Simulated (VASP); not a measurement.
Level of theory: LDA (Ceperley-Alder, Perdew-Zunger), VASP's LDA PAW potentials (set 64) (plane waves; VASP).

Input for VASP

**POSCAR**
```
Mo
1
   -1.5739450143     1.5739450143     1.5739450143
    1.5739450143    -1.5739450143     1.5739450143
    1.5739450143     1.5739450143    -1.5739450143
Mo
1
Direct
  0.0000000000   0.0000000000   0.0000000000
```

### KPOINTS
```
Automatic mesh
0
Gamma
16 16 16
0 0 0
```

### INCAR
```
SYSTEM = Mo
PREC = Accurate
ENCUT = 520
EDIFF = 1E-7
NELM = 100
ALGO = Normal
LREAL = .FALSE.
LASPH = .TRUE.
ISMEAR = 1
SIGMA = 0.1
LMAXMIX = 4
LWAVE = .FALSE.
LCHARG = .FALSE.
ISIF = 2
```

POTCAR, in this order: Mo_sv (LDA.64 set). Program: vasp_std.

Output

File OUTCAR:
```
 ion  position               nearest neighbor table
   1  0.000  0.000  0.000-
  LATTYP: Found a body centered cubic cell.
 ALAT       =     3.1478900286
 Subroutine PRICEL returns:
 Original cell was already a primitive cell.
 Subroutine GETGRP returns: Found 48 space group operations
The static configuration has the point symmetry O_h .
The dynamic configuration has the point symmetry O_h .
 Subroutine INISYM returns: Found 48 space group operations
 Subroutine IBZKPT returns following result:
 Found    145 irreducible k-points:

 Following reciprocal coordinates:
            Coordinates               Weight
  0.000000  0.000000  0.000000      1.000000
  0.062500  0.000000  0.000000     12.000000
  0.125000  0.000000  0.000000     12.000000
  0.187500  0.000000  0.000000     12.000000
  0.250000  0.000000  0.000000     12.000000
  0.312500  0.000000  0.000000     12.000000
  0.375000  0.000000  0.000000     12.000000
  0.437500  0.000000  0.000000     12.000000
  0.500000  0.000000  0.000000      6.000000
  0.062500  0.062500  0.000000     24.000000
  0.125000  0.062500 -0.000000     48.000000
  0.187500  0.062500  0.000000     48.000000
  0.250000  0.062500  0.000000     48.000000
  0.312500  0.062500  0.000000     48.000000
  0.375000  0.062500  0.000000     48.000000
  0.437500  0.062500  0.000000     48.000000
  0.125000  0.125000  0.000000     24.000000
  0.187500  0.125000  0.000000     48.000000
  0.250000  0.125000 -0.000000     48.000000
  0.312500  0.125000 -0.000000     48.000000
  0.375000  0.125000  0.000000     48.000000
  0.437500  0.125000  0.000000     24.000000
  0.187500  0.187500  0.000000     24.000000
  0.250000  0.187500 -0.000000     48.000000
  0.312500  0.187500  0.000000     48.000000
  0.375000  0.187500  0.000000     48.000000
  0.250000  0.250000  0.000000     24.000000
  0.312500  0.250000  0.000000     48.000000
  0.375000  0.250000  0.000000     24.000000
  0.312500  0.312500  0.000000     24.000000
  0.062500  0.062500  0.062500      8.000000
  0.125000  0.062500  0.062500     24.000000
  0.187500  0.062500  0.062500     24.000000
  0.250000  0.062500  0.062500     24.000000
  0.312500  0.062500  0.062500     24.000000
  0.375000  0.062500  0.062500     24.000000
  0.437500  0.062500  0.062500     12.000000
 -0.062500  0.062500  0.062500      6.000000
  0.125000  0.125000  0.062500     24.000000
  0.187500  0.125000  0.062500     48.000000
   k-points           NKPTS =    145   k-points in BZ     NKDIM =    145   number of bands    NBANDS=     11
   number of dos      NEDOS =    301   number of ions     NIONS =      1
   total plane-waves  NPLWV =   8000
   dimension x,y,z NGX =    20 NGY =   20 NGZ =   20
   dimension x,y,z NGXF=    40 NGYF=   40 NGZF=   40
   ions per type =               1
   PREC   = accura    normal or accurate (medium, high low for compatibility)
   ISTART =      0    job   : 0-new  1-cont  2-samecut
   ICHARG =      2    charge: 1-file 2-atom 10-const
   ISPIN  =      1    spin polarized calculation?
   LNONCOLLINEAR =      F non collinear calculations
   LSORBIT =      F    spin-orbit coupling
   INIWAV =      1    electr: 0-lowe 1-rand  2-diag
   ENCUT  =  520.0 eV  38.22 Ry    6.18 a.u.   5.07  5.07  5.07*2*pi/ulx,y,z
   NELM   =    100;   NELMIN=  2; NELMDL= -5     # of ELM steps
   EDIFF  = 0.1E-06   stopping-criterion for ELM
   LREAL  =      F    real-space projection
   NLSPLINE    = F    spline interpolate recip. space projectors
   LMAXMIX     =    4 max onsite mixed and CHGCAR
   VOSKOWN=      0    Vosko Wilk Nusair interpolation
...
```

**OSZICAR**
```
       N       E                     dE             d eps       ncg     rms          rms(c)
DAV:   1     0.959928838272E+02    0.95993E+02   -0.80952E+03  3190   0.131E+03
DAV:   2    -0.114330308560E+02   -0.10743E+03   -0.10396E+03  3364   0.355E+02
DAV:   3    -0.128660610392E+02   -0.14330E+01   -0.14201E+01  3645   0.423E+01
DAV:   4    -0.128701248544E+02   -0.40638E-02   -0.40635E-02  3559   0.258E+00
DAV:   5    -0.128701473775E+02   -0.22523E-04   -0.22522E-04  3679   0.192E-01    0.156E+01
DAV:   6    -0.122195397885E+02    0.65061E+00   -0.11296E+00  3466   0.132E+01    0.384E+00
DAV:   7    -0.121301678463E+02    0.89372E-01   -0.19514E-01  3713   0.497E+00    0.984E-01
DAV:   8    -0.121231121418E+02    0.70557E-02   -0.52988E-03  3343   0.101E+00    0.223E-01
DAV:   9    -0.121230922832E+02    0.19859E-04   -0.13649E-04  3987   0.158E-01    0.843E-02
DAV:  10    -0.121231034243E+02   -0.11141E-04   -0.90246E-06  3478   0.391E-02    0.127E-03
DAV:  11    -0.121231034261E+02   -0.18561E-08   -0.43935E-08  2524   0.268E-03
   1 F= -.12123103E+02 E0= -.12123290E+02  d E =0.560133E-03
```

### OUTCAR
```
------------------------ aborting loop because EDIFF is reached ----------------------------------------
  FORCE on cell =-STRESS in cart. coord.  units (eV):
  Direction    XX          YY          ZZ          XY          YZ          ZX
  --------------------------------------------------------------------------------------
  Total       -0.8365782     -0.8365782     -0.8365782     -0.0000000     -0.0000000      0.0000000
  in kB      -85.9386419    -85.9386419    -85.9386419     -0.0000000     -0.0000000      0.0000000
  external PRESSURE =     -85.9386419 kB  Pullay stress =       0.0000000 kB
  volume of cell :       15.60
      direct lattice vectors                 reciprocal lattice vectors
    -1.573945014  1.573945014  1.573945014     0.000000000  0.317673105  0.317673105
     1.573945014 -1.573945014  1.573945014     0.317673105  0.000000000  0.317673105
     1.573945014  1.573945014 -1.573945014     0.317673105  0.317673105  0.000000000
 POSITION                                       TOTAL-FORCE (eV/Angst)
 -----------------------------------------------------------------------------------
      0.00000      0.00000      0.00000         0.000000     -0.000000      0.000000
 -----------------------------------------------------------------------------------
    total drift:                                0.000000     -0.000000      0.000000
  FREE ENERGIE OF THE ION-ELECTRON SYSTEM (eV)
  ---------------------------------------------------
  free  energy   TOTEN  =       -12.1231034261 eV

  energy  without entropy=      -12.1236635589  energy(sigma->0) =      -12.12329014
```
(Selected blocks of OUTCAR.)

The compound is Mo in the bcc structure. This cell is one point of a volume scan, at 1.03 of the reference volume.
